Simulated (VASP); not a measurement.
Consider the following.

```
CELL_PARAMETERS angstrom
      3.24802     0.00000     0.00000
      0.00000     3.24802     0.00000
      0.00000     0.00000     3.24802
ATOMIC_POSITIONS crystal
  In 0.50000 0.50000 0.50000
  Pd 0.00000 0.00000 0.00000
```

These are PBEsol GGA, VASP's PBE PAW potentials (set 64) (plane waves; VASP) values and carry that method's errors. Numerical set-up: 400 eV cut-off, 13×13×13 Γ-centred mesh, tetrahedra with Blöchl corrections, potentials In_d Pd.

**Question.** The job: PdIn (CsCl type), 2 atoms, PBEsol, static run, 400 eV, 13×13×13 Γ-centred mesh. Roughly how much core time does it take on a busy server core?

**Answer.** About 10 core-seconds (one run on a shared machine, a rough figure). It had 84 irreducible k-points, 15 bands, up to 638 plane waves and 12 electronic steps.

The compound is PdIn in the CsCl type structure. It was relaxed first.
